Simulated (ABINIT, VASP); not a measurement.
Given: the input of a run of VASP 6.6.1 on CuF. The cell comes from a database or a generator and needn't be the stable form of this composition.

The input INCAR:

```
ALGO = Normal ; EDIFF = 1E-7
ENCUT = 520 ; GGA = PE
ISIF = 2 ; ISMEAR = -1
LASPH = True ; LCHARG = False
LREAL = False ; LWAVE = False
NBANDS = 16 ; NELM = 100
PREC = Accurate ; SIGMA = 0.05
```

File KPOINTS:

```
k-points
0
Gamma
  11 11 8
```

POSCAR

```
CuF
1.0
    2.4710065500      0.0000000000      0.0000000000
    0.0000000000      2.4710065500      0.0000000000
    0.0000000000      0.0000000000      3.4165013900
Cu F
1 1
Direct
    0.0000000000      0.0000000000      0.0000000000
    0.5000000000      0.5000000000      0.5000000000
```

Potentials or basis: VASP PAW PBE potentials, release 64 (Cu, F).

Run with:

```console
$ cat potpaw_PBE.64/Cu/POTCAR potpaw_PBE.64/F/POTCAR > POTCAR
$ mpirun -np 1 vasp_std > vasp.out
```

Problem. Translate it to ABINIT 10.8.3 (patched build). Potentials or basis there: JTH PAW PBE v2.0, cutoff 707 eV.

Solution. As run (cutoffs and basis follow the program's own potentials, and thresholds, step limits or extra output files can differ):

Contents of run.abi:

```
# Pseudopotentials
pp_dirpath "./"
pseudos "Cu.GGA_PBE-JTH.xml, F.GGA_PBE-JTH.xml"

# Structure
structure "poscar:POSCAR"
natom 2

# Plane-wave basis
ecut 26.0
pawecutdg 48.0
pawxcdev 0

# k points
kptopt 1
ngkpt 11 11 8
nshiftk 1
shiftk 0.0 0.0 0.0

# Exchange and correlation
ixc 11

# Bands and occupations
nband 17
occopt 3
tsmear 0.05 eV

# SCF cycle
nstep 100
tolvrs 1.0e-9

# Output
iomode 3
prtwf 0
prtden 0
prteig 0
prtebands 0
```

The input POSCAR:

```
CuF
1.0
    2.4710065500      0.0000000000      0.0000000000
    0.0000000000      2.4710065500      0.0000000000
    0.0000000000      0.0000000000      3.4165013900
Cu F
1 1
Direct
    0.0000000000      0.0000000000      0.0000000000  Cu
    0.5000000000      0.5000000000      0.5000000000  F
```

Potentials or basis: JTH PAW PBE v2.0.

The run is started by

```sh
$ abinit run.abi > log 2>&1
```

Both were run:

|  | VASP | ABINIT |
| --- | --- | --- |
| Pressure | 4.3 GPa | 3.8 GPa |

The potentials hold 18 and 26 valence electrons a cell.

Pressure is positive in compression.
